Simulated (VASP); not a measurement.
# CuSi11C12 (a cell with a defect) in VASP: notebook

The runs below take CuSi11C12 (a cell with a defect) through relaxation of the atoms, single point, with PBEsol+U.

Program: VASP 6.6.1. These are calculated values, not measurements. Logs are shortened: lines on timing, memory, paths and dates and some standing lists are left out, and cuts for length are marked.

**1. The crystal as given**

The cell holds a defect, 24 atoms: a = 9.245 Å, b = 6.163 Å, c = 6.163 Å, α = 60.00°, β = 60.00°, γ = 60.00°.

**2. Relaxation of the atoms, PBEsol+U, collinear spin, ferromagnetic start (atoms moved at random, drawn with an rms of 0.05 Å)**

INCAR

```
SYSTEM = CuSi11C12
ALGO = Normal ; EDIFF = 1E-5
EDIFFG = -0.03 ; ENCUT = 450
GGA = PS ; IBRION = 2
ISIF = 2 ; ISMEAR = 0
ISPIN = 2 ; ISYM = 0
KPAR = 4 ; LASPH = .True.
LCHARG = .False. ; LDAU = .True.
LDAUJ = 0 0 0 ; LDAUL = 2 -1 -1
LDAUPRINT = 1 ; LDAUTYPE = 2
LDAUU = 5 0 0 ; LMAXMIX = 4
LORBIT = 11 ; LREAL = Auto
LWAVE = .False. ; MAGMOM = 3 0 0 0 0 0 0 0 0 0 0 0 0 0 0 0 0 0 0 0 0 0 0 0
NELM = 120 ; NSW = 60
NUPDOWN = 3 ; PREC = Accurate
SIGMA = 0.03
```

KPOINTS

```
k-points
0
Gamma
  2 3 3
  0 0 0
```

POSCAR

```
CuSi11C12
1.0
    0.0000000000      6.5370000000      6.5370000000
    4.3580000000      0.0000000000      4.3580000000
    4.3580000000      4.3580000000      0.0000000000
Cu Si C
1 11 12
Direct
   -0.0010860000      0.0039210000     -0.0001880000
   -0.0029020000      0.0082770000      0.5055310000
   -0.0007970000      0.5066490000     -0.0037450000
    0.0023170000      0.5006290000      0.5014080000
    0.3337820000     -0.0001730000      0.0010300000
    0.3369990000      0.0082960000      0.4970370000
    0.3321660000      0.5043730000      0.0008420000
    0.3326060000      0.5016600000      0.5070760000
    0.6674190000      0.0012140000      0.0047000000
    0.6679540000     -0.0031850000      0.4957540000
    0.6703460000      0.4960390000      0.0041340000
    0.6694920000      0.4917040000      0.4982670000
    0.0842760000      0.1232250000      0.1278760000
    0.0789490000      0.1219870000      0.6332660000
    0.0896090000      0.6234650000      0.1259000000
    0.0831040000      0.6116460000      0.6269450000
    0.4182790000      0.1293360000      0.1181090000
    0.4137690000      0.1229840000      0.6281330000
    0.4182110000      0.6305560000      0.1244950000
    0.4111230000      0.6330550000      0.6233090000
    0.7505540000      0.1285590000      0.1186190000
    0.7494230000      0.1238870000      0.6292020000
    0.7574510000      0.6138870000      0.1317770000
    0.7498960000      0.6297740000      0.6133270000
```

Potentials or basis: VASP PAW PBE potentials, release 64 (Cu, Si, C).

On the command line:

```
$ cat potpaw_PBE.64/Cu/POTCAR potpaw_PBE.64/Si/POTCAR potpaw_PBE.64/C/POTCAR > POTCAR
$ mpirun -np 4 vasp_std > vasp.out
```

OUTCAR:

```text
SYSTEM = CuSi11C12
   EDIFF = 1E-5
   EDIFFG = -0.03
   ENCUT = 450
   GGA = PS
   IBRION = 2
   ISIF = 2
   ISMEAR = 0
   ISPIN = 2
   ISYM = 0
   LASPH = .True.
   LORBIT = 11
   LREAL = Auto
   NELM = 120
   NSW = 60
   NUPDOWN = 3
   PREC = Accurate

 ion  position               nearest neighbor table
   1  0.999  0.004  1.000-  14 1.84  21 1.87  13 1.89  15 1.92
   2  0.997  0.008  0.506-  14 1.83  22 1.87  13 1.90  16 2.00  12 3.01   4 3.05   3 3.06   9 3.06
                             3 3.11  10 3.11   5 3.11   8 3.11   6 3.12   4 3.12
   3  0.999  0.507  0.996-  23 1.83  16 1.86  15 1.92  13 1.93   8 3.05  11 3.05   4 3.05   9 3.06
                             2 3.06  12 3.07   7 3.09   2 3.11   5 3.11   4 3.11
   4  0.002  0.501  0.501-  16 1.80  15 1.89  14 1.91  24 1.91   2 3.05   3 3.05   6 3.06   7 3.07
                             8 3.07  10 3.08  11 3.08   3 3.11  12 3.11   2 3.12
   5  0.334  1.000  0.001-  19 1.86  18 1.88  17 1.88  13 1.88   7 3.06   6 3.07   8 3.07   8 3.09
                             6 3.10   9 3.10   7 3.10  10 3.10  11 3.11   3 3.11   2 3.11
   6  0.337  0.008  0.497-  18 1.82  20 1.89  17 1.91  14 1.95  10 3.02   9 3.04   8 3.05   7 3.06
                             4 3.06   5 3.07   5 3.10   7 3.11   8 3.11   2 3.12  12 3.13
   7  0.332  0.504  0.001-  15 1.83  17 1.89  20 1.90  19 1.91   8 3.05   6 3.06   5 3.06   4 3.07
                             3 3.09   9 3.10   5 3.10   6 3.11  12 3.11  11 3.11   8 3.11
   8  0.333  0.502  0.507-  20 1.84  16 1.89  18 1.91  19 1.93   3 3.05   7 3.05   6 3.05  12 3.06
                             5 3.07   4 3.07   5 3.09  10 3.11  11 3.11   2 3.11   6 3.11   7 3.11
   9  0.667  0.001  0.005-  21 1.84  17 1.88  22 1.89  23 1.95  10 3.02   6 3.04   3 3.06  11 3.06
                             2 3.06  12 3.07  12 3.09   5 3.10   7 3.10  11 3.10  10 3.15
  10  0.668  0.997  0.496-  24 1.85  21 1.90  18 1.92  22 1.93   9 3.02   6 3.02  11 3.05  12 3.06
                             4 3.08  12 3.10   5 3.10   8 3.11   2 3.11  11 3.11   9 3.15
  11  0.670  0.496  0.004-  21 1.85  23 1.89  19 1.90  24 1.97  12 3.03   3 3.05  10 3.05   9 3.06
                             4 3.08   9 3.10   5 3.11  10 3.11   7 3.11   8 3.11  12 3.14
  12  0.669  0.492  0.498-  23 1.85  22 1.85  24 1.88  20 1.95   2 3.01  11 3.03   8 3.06  10 3.06
                             3 3.07   9 3.07   9 3.09  10 3.10   7 3.11   4 3.11   6 3.13  11 3.14
  13  0.084  0.123  0.128-   5 1.88   1 1.89   2 1.90   3 1.93
  14  0.079  0.122  0.633-   2 1.83   1 1.84   4 1.91   6 1.95
  15  0.090  0.623  0.126-   7 1.83   4 1.89   1 1.92   3 1.92
  16  0.083  0.612  0.627-   4 1.80   3 1.86   8 1.89   2 2.00
  17  0.418  0.129  0.118-   5 1.88   9 1.88   7 1.89   6 1.91
  18  0.414  0.123  0.628-   6 1.82   5 1.88   8 1.91  10 1.92
  19  0.418  0.631  0.124-   5 1.86  11 1.90   7 1.91   8 1.93
  20  0.411  0.633  0.623-   8 1.84   6 1.89   7 1.90  12 1.95
  21  0.751  0.129  0.119-   9 1.84  11 1.85   1 1.87  10 1.90
  22  0.749  0.124  0.629-  12 1.85   2 1.87   9 1.89  10 1.93
  23  0.757  0.614  0.132-   3 1.83  12 1.85  11 1.89   9 1.95
  24  0.750  0.630  0.613-  10 1.85  12 1.88   4 1.91  11 1.97

IMPORTANT INFORMATION: All symmetrisations will be switched off!
NOSYMM: (Re-)initialisation of all symmetry stuff for point group C_1.

----------------------------------------------------------------------------------------

                                     Primitive cell
[... 498 lines left out ...]
  o =  0.9670  v =  0.6653 -0.0779 -0.2239 -0.6863 -0.1735  0.0000  0.0000  0.0000  0.0000  0.0000      0.0000  0.0000  0.0000  0.0000  0.0000  0.0000  0.0000  0.0000  0.0000  0.0000
  o =  0.9680  v = -0.6083  0.4750 -0.0221 -0.6355 -0.0037  0.0000  0.0000  0.0000  0.0000  0.0000      0.0000  0.0000  0.0000  0.0000  0.0000  0.0000  0.0000  0.0000  0.0000  0.0000

--------------------------------------- Ionic step       14  -------------------------------------------

 number of electron     103.0000001 magnetization       3.0000000

 Free energy of the ion-electron system (eV)
  ---------------------------------------------------
  ext. energy  EPLUGINS =         0.00000000
  ---------------------------------------------------
  free energy    TOTEN  =      -182.22629223 eV

  energy without entropy =     -182.22629222  energy(sigma->0) =     -182.22629222

 E-fermi :   7.6392     XC(G=0): -11.5486

 val. band max:        8.5461241418   @ k =   0.0000   0.0000   0.0000
 cond. band min:       7.7539557271   @ k =   0.0000  -0.3333   0.3333
 fundamental gap:     -0.7921684146
 Fermi energy:         8.7129903389

 spin component 1

 k-point     1 :       0.0000    0.0000    0.0000
  band No.  band energies     occupation
      1      -7.5835      1.00000
      2      -5.6063      1.00000
      3      -5.4636      1.00000
      4      -4.1031      1.00000
      5      -4.0746      1.00000
      6      -3.9423      1.00000
[... 649 lines left out ...]
     62      13.3088      0.00000
     63      13.4358      0.00000
 Fermi energy:         7.6391765668

 spin component 2

 k-point     1 :       0.0000    0.0000    0.0000
  band No.  band energies     occupation
      1      -7.4663      1.00000
      2      -5.4901      1.00000
      3      -5.2862      1.00000
      4      -3.9680      1.00000
      5      -3.9459      1.00000
      6      -3.8011      1.00000
[... 649 lines left out ...]
     62      13.4568      0.00000
     63      13.6433      0.00000
 [bands above 63 left out]

------------------------ aborting loop because EDIFF is reached ----------------------------------------

  FORCE on cell =-STRESS in cart. coord.  units (eV):
  Direction    XX          YY          ZZ          XY          YZ          ZX
  --------------------------------------------------------------------------------------
  -------------------------------------------------------------------------------------
  Total        2.5491169      3.0980608      3.1009674      0.4711762     -0.1569526      0.4827017
  in kB       16.4481627     19.9902205     20.0089756      3.0402620     -1.0127356      3.1146304
  external PRESSURE =      18.8157863 kB  Pullay stress =       0.0000000 kB
[... 39 lines left out ...]
  FREE ENERGIE OF THE ION-ELECTRON SYSTEM (eV)
  ---------------------------------------------------
  free  energy   TOTEN  =      -182.2262922251 eV

  energy  without entropy=     -182.2262922243  energy(sigma->0) =     -182.22629222

 reached required accuracy - stopping structural energy minimisation

 total charge

# of ion       s       p       d       tot
------------------------------------------
    1        0.508   0.513   9.231  10.251
    2        0.712   0.984   0.000   1.695
    3        0.712   0.983   0.000   1.695
    4        0.711   0.982   0.000   1.693
    5        0.712   0.982   0.000   1.694
    6        0.710   0.978   0.000   1.689
[... 16 lines left out ...]
   23        0.836   1.704   0.000   2.540
   24        0.835   1.704   0.000   2.539
--------------------------------------------------
tot         18.425  31.408   9.231  59.064

 magnetization (x)

# of ion       s       p       d       tot
------------------------------------------
    1        0.002   0.187   0.412   0.601
    2       -0.001   0.003   0.000   0.002
    3       -0.001   0.003   0.000   0.002
    4       -0.001   0.001   0.000  -0.000
    5       -0.000   0.008   0.000   0.007
    6       -0.001   0.000   0.000  -0.001
[... 16 lines left out ...]
   23        0.001   0.016   0.000   0.016
   24        0.000   0.010   0.000   0.010
--------------------------------------------------
tot          0.081   1.380   0.412   1.874
```

OSZICAR:

```text
N       E                     dE             d eps       ncg     rms          rms(c)
DAV:   1     0.591804081888E+03    0.59180E+03   -0.40849E+04  2640   0.134E+03
DAV:   2    -0.105794169110E+03   -0.69760E+03   -0.64787E+03  2932   0.314E+02
[... 94 lines left out ...]
DAV:   2    -0.182225852381E+03   -0.56661E-05   -0.83517E-05  3680   0.653E-02
  13 F= -.18222585E+03 E0= -.18222585E+03  d E =-.809074E-03  mag=     3.0000
       N       E                     dE             d eps       ncg     rms          rms(c)
DAV:   1    -0.182226218275E+03   -0.37156E-03   -0.10850E-01  2646   0.136E+00    0.691E-02
DAV:   2    -0.182226321130E+03   -0.10286E-03   -0.16442E-03  3848   0.207E-01    0.391E-02
DAV:   3    -0.182226298083E+03    0.23047E-04   -0.65002E-05  3408   0.696E-02    0.223E-02
DAV:   4    -0.182226292225E+03    0.58584E-05   -0.33180E-05  2376   0.102E-01
  14 F= -.18222629E+03 E0= -.18222629E+03  d E =-.439844E-03  mag=     3.0000
```

CONTCAR:

```text
CuSi11C12
   1.00000000000000
     0.0000000000000000    6.5369999999999999    6.5369999999999999
     4.3579999999999997    0.0000000000000000    4.3579999999999997
     4.3579999999999997    4.3579999999999997    0.0000000000000000
  Cu              Si              C
     1    11    12
Direct
     0.9986250593378860    0.0007829700289506    0.0011946286955630
     0.9996836410677337    0.9984949738954965    0.5024326542835343
     0.9998009619263166    0.5021494650736739    0.9987101313255741
     0.9998764865268769    0.5018701237452082    0.5024277282466380
     0.3334947946703698    0.0002284431766928    0.9999124869814313
     0.3352394767772292    0.9991179598489015    0.5009599065115323
[... 16 lines left out ...]
     0.7504260028050382    0.6255912880697778    0.1251992045206920
     0.7504775012343009    0.6255569125762870    0.6257575443044727

  0.00000000E+00  0.00000000E+00  0.00000000E+00
  0.00000000E+00  0.00000000E+00  0.00000000E+00
  0.00000000E+00  0.00000000E+00  0.00000000E+00
  0.00000000E+00  0.00000000E+00  0.00000000E+00
  0.00000000E+00  0.00000000E+00  0.00000000E+00
  0.00000000E+00  0.00000000E+00  0.00000000E+00
[... 16 lines left out ...]
  0.00000000E+00  0.00000000E+00  0.00000000E+00
  0.00000000E+00  0.00000000E+00  0.00000000E+00
```

Run time: 20 min. Hardware: 4 MPI ranks of Intel Xeon Platinum 8375C at 2.90GHz (Ice Lake), shared host; peak memory 0.63 GiB.

What came out:

```
Free energy                                           : -182.2263 eV
Energy gained by relaxing                             : 41.1 meV/atom
Ionic steps                                           : 14
Largest force after relaxing                          : 0.018 eV/Å
Net moment                                            : 3.00 μB per cell
Site moments                                          : Cu +0.60; Si +0.00, -0.00, +0.01; C +0.28, +0.27, +0.01, +0.09, +0.03, +0.22, +0.02 μB
Valence electrons inside the program's atomic spheres : Cu 10.25; Si 1.70, 1.69, 1.68; C 2.48, 2.54, 2.52, 2.49
```

Forces in eV/Å, atoms in the order of the input:
```
Cu  -0.011 -0.005  0.000
Si   0.000  0.002  0.003
Si   0.010 -0.011  0.002
Si   0.003 -0.001  0.016
Si  -0.007  0.006  0.002
Si   0.002  0.001  0.016
Si   0.001  0.004 -0.003
Si  -0.003  0.012 -0.004
Si   0.008 -0.002 -0.010
Si   0.010  0.002  0.006
Si  -0.001 -0.001  0.011
Si   0.008 -0.002 -0.010
C   -0.013 -0.001 -0.003
C    0.000  0.002  0.003
C   -0.011  0.003  0.001
C   -0.016 -0.006 -0.003
C   -0.003 -0.006 -0.008
C   -0.017  0.005 -0.005
C   -0.006  0.005 -0.008
C    0.002  0.004  0.003
C    0.012 -0.013  0.000
C    0.007  0.003 -0.014
C    0.015  0.000  0.007
C    0.008 -0.001 -0.002
```

Step by step:
```
step  energy change (eV)  largest force (eV/Å)  pressure (GPa)
   1              0.0000                2.7882            2.10
   2             -0.6958                1.6380            2.30
   3             -0.8776                0.7507            1.74
   4             -0.9627                0.3506            1.91
   5             -0.9627                0.3369            1.89
   6             -0.9775                0.1381            2.02
   7             -0.9775                0.1370            2.00
   8             -0.9824                0.0788            1.94
   9             -0.9829                0.0901            1.99
  10             -0.9852                0.0527            1.98
  11             -0.9852                0.0549            1.99
  12             -0.9860                0.0411            2.08
  13             -0.9860                0.0483            1.98
  14             -0.9864                0.0180            1.88
```

Final structure:
```cif
data_structure
_symmetry_space_group_name_H-M 'P 1'
_symmetry_Int_Tables_number 1
_cell_length_a 9.2447
_cell_length_b 6.1631
_cell_length_c 6.1631
_cell_angle_alpha 60.000
_cell_angle_beta 60.000
_cell_angle_gamma 60.000
_cell_volume 248.30
loop_
_atom_site_label
_atom_site_type_symbol
_atom_site_fract_x
_atom_site_fract_y
_atom_site_fract_z
_atom_site_occupancy
Cu1 Cu 0.99863 0.00078 0.00119 1
Si1 Si 0.99968 0.99850 0.50243 1
Si2 Si 0.99980 0.50215 0.99871 1
Si3 Si 0.99988 0.50187 0.50243 1
Si4 Si 0.33349 0.00023 0.99991 1
Si5 Si 0.33524 0.99912 0.50096 1
Si6 Si 0.33528 0.50101 0.99906 1
Si7 Si 0.33387 0.50080 0.50034 1
Si8 Si 0.66883 0.99925 0.99916 1
Si9 Si 0.66752 0.99966 0.50171 1
Si10 Si 0.66749 0.50148 0.99991 1
Si11 Si 0.66826 0.50006 0.49985 1
C1 C 0.08701 0.13184 0.13201 1
C2 C 0.08879 0.13093 0.60721 1
C3 C 0.08877 0.60695 0.13135 1
C4 C 0.08392 0.62563 0.62582 1
C5 C 0.41806 0.12442 0.12431 1
C6 C 0.41643 0.12601 0.62644 1
C7 C 0.41647 0.62677 0.12556 1
C8 C 0.41832 0.62477 0.62464 1
C9 C 0.73588 0.13298 0.13329 1
C10 C 0.75041 0.12541 0.62556 1
C11 C 0.75043 0.62559 0.12520 1
C12 C 0.75048 0.62556 0.62576 1
```

Eigenvalues of the final occupation matrices:
```tsv
site	spin	trace	eigenvalues
site 1 d	1	4.83	0.97 0.97 0.97 0.97 0.97
site 1 d	2	4.42	0.83 0.83 0.84 0.96 0.96
```

Caveat: the k mesh is coarse (spacing up to 0.42 Å⁻¹), so the values aren't converged; the cutoff is under 1.25 times the usual one of these potentials, so pressure, stress and relaxed cells hold a basis-set (Pulay) error; the PAW data sets were made with another functional, which shifts forces and pressure a little; the total moment is fixed, so each spin has its own Fermi level; the U is typed as a test and isn't derived for this compound. The state reached can hang on the start; a lower one may exist.

(Continued in part 2 of 2.)
